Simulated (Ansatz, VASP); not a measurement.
**NiO: VASP beside Ansatz**

Aim: how closely do two programs agree when they are given the same cell, functional and k mesh? The cell is taken from a series of runs on this material, whose earlier steps may have relaxed, scaled, displaced or heated it; both programs get it as it stands.

Calculated with Ansatz 0.2.0; plane waves, with VASP 6.6.1 beside it; zone-centre phonons at PBEsol.

## (1) Starting point

It takes space group Fm-3m (No. 225, cubic). The conventional cell has a = 4.115 Å, b = 4.115 Å, c = 4.115 Å, α = 90.00°, β = 90.00°, γ = 90.00°. Ni has 6 O at 2.06 Å nearest. Nearest to O lie 6 Ni at 2.06 Å. Farther neighbours and most contacts between anions are not listed.

## (2) Ansatz: zone-centre phonons, PBEsol

Ansatz runs on its default PAW (the set named soft_2) files.

Second derivatives magnify differences that forces hide, and they need a tight electronic threshold.

Input file input.yaml:

```yaml
crystal:
  lattice:
    - [0.0, 2.0572913704, 2.0572913704]
    - [2.0572913704, 0.0, 2.0572913704]
    - [2.0572913704, 2.0572913704, 0.0]
  atoms:
    - { symbol: Ni, position: [0.0, 0.0, 0.0], spin: 1.1 }
    - { symbol: O, position: [0.5, 0.5, 0.5], spin: 0.19 }
kpoints:
  mp_grid: { grid: [22, 22, 22] }
hamiltonian:
  xc: pbesol
scf:
  occupations: { method: gaussian, width: 0.15 }
output:
  eigenvalues: true
  populations: true
magnetization:
  spin_polarized: true
phonons:
  method: dfpt
```

Command:

```console
ansatz run input.yaml --threads 4 --pin off --max-ram 7168MiB --backend cpu --events-out ev --progress --plain --runs-dir out
```

Numbers of over 12 decimals in the logs are rounded to 6 here.

The program printed:

```text
Engine: ansatz 0.2.0, aarch64-unknown-linux-gnu
Pseudopotentials: kind: paw
Pseudopotential: Ni, paw, valence charge 18, recommended cutoff 420 eV (normal), Ni.paw.azcp
Pseudopotential: O, paw, valence charge 6, recommended cutoff 420 eV (normal), O.paw.azcp
Functional definition: PBEsol
  exchange = pbesol_x
  correlation = pbesol_c
Crystal: 2 atoms, lattice volume = 17.415 Å³
Basis set: ecut = 420 eV, 331 PW (Γ), exchange–correlation on 40×40×40 points (8 copies of the dense FFT grid, shifted against one another)
Bands: 17, of which v1, the nominal top of the filled ones, is band 12 counted from 1 (11 counted from 0)
Symmetry: 48 space group operations
Space group: Fm-3m (ITA 225), of the structure as read, at distance tolerance 2.6e-5 Å
Magnetic group: BNS 225.116 (UNI 1618), of the structure as read, at distance tolerance 2.6e-5 Å
k-points: 328 of 10648
Non-local potential: Ni, projectors of the file, l = 0: 3, l = 1: 2, l = 2: 3, l = 3: 1
Non-local potential: O, projectors of the file, l = 0: 2, l = 1: 2, l = 2: 1
PAW form: soft (Blöchl's): semilocal exchange-correlation on the pseudo side does not see the compensation charge
PAW frozen core: Ni, regenerated for the run's functional, and the local potential with it (the file was generated under x = pbe(κ = 0.804, μ = 0.219515), c = pbe(β = 0.066725))
PAW frozen core: O, regenerated for the run's functional, and the local potential with it (the file was generated under x = pbe(κ = 0.804, μ = 0.219515), c = pbe(β = 0.066725))
PAW one-centre angular grid: Ni, 590 points (default); XC on 64 Gauss nodes
PAW one-centre angular grid: O, 110 points (default); XC on 64 Gauss nodes
Initial density: superposition of atomic densities (chi_scale 0.1, normalization cell, long waves kept (reshape's long-wave potential 0.00 eV rms))
Starting moments: Σ|m| = 1.29 μB on 2 of 2 sites
Initial wavefunctions: pseudopotential atomic-orbital guess
Functional: x = pbesol(κ = 0.804, μ = 0.123457), c = pbesol(β = 0.046)
SCF 1 converged in 21 iterations: F = -6364.287354 eV  dr2 = 1.86e-10
  greatest PAW one-centre occupation: 1.002 electrons in one spin orbital (limit 2), on the Ni atom at site 0 (counted from 0), in its partial waves of l = 1
a single point of the input's cell can leave the moments in the input for a lower state (scf.lower_state_search): this run first made a single point of its cell. This run's own SCFs start from the density of the state that the single point found, with the moments in the input. The single point stayed on the moments in the input.
k-points: 834 of 10648 (irreducible under 8 space group operations, time reversal used)
Initial density: read from a saved state, or passed on in memory by an earlier SCF of this step, an earlier step, the calling program or the single point that the run made first
Stability of the state it starts from, as read at its close in the collinear treatment: not read negative (Ritz values of 1 − χ₀K, real part plus size of imaginary part, from 0.41 to 0.79, by its mixing steps under the symmetry group of the SCF that read it); its run was given moments
Starting moments: Σ|m| = 1.29 μB on 2 of 2 sites; this step starts from the density that it was given
iter 1 solved again at ethr=2.96e-9 eV; its pass at ethr=3.10e-3 eV (dr2=7.11e-7 eV) is discarded
SCF iter   1: F=—  HF=-6364.287354 eV  |F-HF|=—  |Δ(HF+E_count)|=         —  Δρ=4.99e-7 (↑4.99e-7 ↓4.83e-7)  dr2=3.97e-11  dr2_m=2.03e-11  M=1.218 μB ∫|m|=1.222 μB  β_m=0.65  ethr=2.96e-9  ⟨swp⟩=3.4  Hψ=207150  notcnv=0
preconditioner: auto → none  [metal: Δε(μ)=0.008 eV  Ē_g=14.760 eV  σ=0.150 eV  W_gap=0.03  n_scr=0 (ndim 8)  ℏωp=35.6 eV  f_vac=0.000  D(μ)=1.71/eV (n_scr^D=14)]
SCF iter   2: F=—  HF=-6364.287354 eV  |F-HF|=—  |Δ(HF+E_count)|=   2.91e-9  Δρ=1.43e-6 (↑7.24e-7 ↓1.43e-6)  dr2=1.31e-10  dr2_m=1.64e-10  M=1.218 μB ∫|m|=1.222 μB  β_m=0.30  ethr=1.00e-12  ⟨swp⟩=2.7  Hψ=52541  notcnv=0
SCF iter   3: F=—  HF=-6364.287354 eV  |F-HF|=—  |Δ(HF+E_count)|=  2.73e-11  Δρ=8.63e-7 (↑8.35e-7 ↓8.63e-7)  dr2=4.91e-12  dr2_m=1.13e-10  M=1.218 μB ∫|m|=1.222 μB  β_m=0.56  ethr=1.00e-12  ⟨swp⟩=2.1  Hψ=34136  notcnv=0
SCF iter   4: F=—  HF=-6364.287354 eV  |F-HF|=—  |Δ(HF+E_count)|=  2.36e-11  Δρ=1.09e-6 (↑8.38e-7 ↓1.09e-6)  dr2=2.46e-11  dr2_m=1.45e-10  M=1.218 μB ∫|m|=1.222 μB  β_m=0.78  ethr=1.00e-12  ⟨swp⟩=1.0  Hψ=28356  notcnv=0
SCF iter   5: F=—  HF=-6364.287354 eV  |F-HF|=—  |Δ(HF+E_count)|=  1.27e-10  Δρ=1.37e-6 (↑1.37e-6 ↓1.30e-6)  dr2=7.42e-12  dr2_m=2.80e-10  M=1.218 μB ∫|m|=1.222 μB  β_m=0.89  ethr=1.00e-12  ⟨swp⟩=2.1  Hψ=37592  notcnv=0
SCF iter   6: F=—  HF=-6364.287354 eV  |F-HF|=—  |Δ(HF+E_count)|=  5.00e-11  Δρ=1.79e-6 (↑1.79e-6 ↓1.35e-6)  dr2=2.67e-11  dr2_m=3.79e-10  M=1.218 μB ∫|m|=1.222 μB  β_m=0.95  ethr=1.00e-12  ⟨swp⟩=1.5  Hψ=30594  notcnv=0
SCF iter   7: F=—  HF=-6364.287354 eV  |F-HF|=—  |Δ(HF+E_count)|=  2.73e-11  Δρ=1.63e-6 (↑1.63e-6 ↓1.39e-6)  dr2=2.00e-11  dr2_m=3.55e-10  M=1.218 μB ∫|m|=1.222 μB  β_m=0.82  ethr=1.00e-12  ⟨swp⟩=1.6  Hψ=31909  notcnv=0
SCF iter   8: F=—  HF=-6364.287354 eV  |F-HF|=—  |Δ(HF+E_count)|=  9.09e-13  Δρ=1.95e-6 (↑1.95e-6 ↓1.76e-6)  dr2=1.84e-11  dr2_m=5.35e-10  M=1.218 μB ∫|m|=1.222 μB  β_m=0.57  ethr=1.00e-12  ⟨swp⟩=1.0  Hψ=28356  notcnv=0
SCF iter   9: F=—  HF=-6364.287354 eV  |F-HF|=—  |Δ(HF+E_count)|=  1.82e-11  Δρ=1.68e-7 (↑8.20e-8 ↓1.68e-7)  dr2=3.16e-12  dr2_m=1.82e-12  M=1.218 μB ∫|m|=1.222 μB  β_m=0.79  ethr=1.00e-12  ⟨swp⟩=2.3  Hψ=40706  notcnv=0
SCF iter  10: F=—  HF=-6364.287354 eV  |F-HF|=—  |Δ(HF+E_count)|=  5.46e-12  Δρ=2.71e-7 (↑9.91e-8 ↓2.71e-7)  dr2=1.14e-11  dr2_m=3.48e-12  M=1.218 μB ∫|m|=1.222 μB  β_m=0.89  ethr=1.00e-12  ⟨swp⟩=1.0  Hψ=28356  notcnv=0
SCF iter  11: F=-6364.287354 eV  HF=-6364.287354 eV  |F-HF|=1.82e-12  |Δ(HF+E_count)|=  9.09e-13  Δρ=2.05e-8 (↑6.36e-9 ↓2.05e-8)  dr2=5.22e-14  dr2_m=2.23e-14  M=1.218 μB ∫|m|=1.222 μB  ethr=1.00e-12  ⟨swp⟩=3.4  Hψ=106276  notcnv=0
SCF 2 converged in 11 iterations: F = -6364.287354 eV  dr2 = 5.22e-14
DFPT response loops at Γ: preconditioner auto → Kerker (q_TF=auto, 2.878 Å⁻¹) (partly filled bands, converged f_vac=0.000); β = 1.00, the filter's whole step (`scf.mixing.beta` (0.30) is not read by the response loops under this deck's `scf.mixing.preconditioner`; to damp them name `kerker` or `kerker_dos`, under which they read `scf.mixing.beta`, and type it under 1.00, their step now; both keys bind the ground state too); Broyden in place of MSR1
SCF converged after 11 iterations
Magnetization: 1.2177 μB (12.6088 up, 11.3912 down)
Absolute magnetization: 1.2214 μB (∫|ρ↑−ρ↓|, with the PAW one-centre terms)
Spin contamination: 0.0068 ħ² per cell (⟨S²⟩ above its minimum at these occupations)
Per-site moments (μB) at R_I (Å): [(0.998530, 0.848633), (0.177024, 0.848633)]
Free energy (F): -6364.287354 eV
Harris-Foulkes:  -6364.287354 eV  (|F-HF|=1.82e-12)
Internal energy: -6364.268064 eV  (E = F + TS)
E sigma→0 (E₀):  -6364.277709 eV
Entropy (-TS):   -0.019290 eV (-9.645 meV/atom)
Fermi energy:    15.266252 eV
--- Per-component energies (eV) ---
  E_band       = -306.841921
  E_kinetic    = 453.657148
  E_local      = -3922.739390  (includes V_loc(G=0)·N_el)
  E_nonlocal   = 694.267057
  E_hartree    = 1617.339611
  E_xc         = -155.180210
  E_vxc        = -200.051675  (∫ρ·V_xc dr)
  E_paw        = -1751.785155  (= ΣΔE_a)
  E_vpaw       = -566.657207  (= ΣTr[D̂ρ^β])
  E_aug_tail   = 0.002936  (compensation charges beyond the density's cutoff)
  E_ewald      = -3300.062639
  E_core_change = 0.232577  (= ΣΔE_core)
  E_smearing   = -0.019290  (= −TS)
  E_closure    = -0.000000  (closes the sum)
  Σ components = -6364.287354   (vs F -6364.287354, Δ=0.00e0)
--- Band table (eV; the first three rows and the last of 1668) ---
  k-point 0 ↑: bands = [... 8 lower, 12.5683, 12.5683, 12.7656, 12.7656, 12.7656, 16.8891, 32.8735, 34.2912, ... 1 higher]
  k-point 1 ↑: bands = [... 8 lower, 12.7293, 12.7293, 12.8591, 12.8649, 12.8649, 17.0452, 32.2714, 34.2361, ... 1 higher]
  k-point 2 ↑: bands = [... 8 lower, 12.8012, 12.8012, 13.0073, 13.2663, 13.2663, 17.4626, 31.2034, 34.0272, ... 1 higher]
  k-point 833 ↓: bands = [... 8 lower, 14.0540, 14.3013, 14.6412, 15.1572, 15.9091, 24.2914, 26.1390, 26.2917, ... 1 higher]
--- Phonons (Γ-DFPT): 2 representative perturbations + reference, on 834 of 10648 k-points (Σ response iterations 6) ---
  k mesh reduced under 8 symmetry operations, with k and −k counted as one. Each operation leaves every solved perturbation unchanged. A smaller set is not used because it would not reduce the number of displacements times k-points to solve
  ASR residual: 1.225e-5 → 0.000e0 eV/Å²; symmetrization residual: 1.059e-6 eV/Å²
  ASR residual per site (eV/Å²): 1.02e-5 1.23e-5
  Γ frequencies (cm⁻¹): 0.00 0.00 0.00 321.35 321.35 321.35
  non-analytic LO–TO correction: not included (Born effective charges unavailable; polar crystals: no LO–TO splitting at Γ)
--- Löwdin populations: 2 sites ---
  site symbol       q [e]    m [muB]
     0     Ni     17.0226     0.9842
     1      O      6.8640     0.2339
  spilling = 0.004727 (of n_electrons = 24.000000)
```

The column dr2 measures how far the density is from self-consistency, as an energy; F and HF (Harris–Foulkes) agree once it is small.

(Part 1 of 2 ends here.)

[Lines on the potential files, build, host, timing and source positions are cut from VASP's logs without a mark.]

[Logs are printed without paths, hosts, clocks, repeated set-up lines and the standing remarks that a program may print on its own settings, such as how far it seeks lower states.]

[Hosts, paths, dates, database ids (printed as entryN), source tags and the programs' standing remarks are cut or masked in the printed files.]
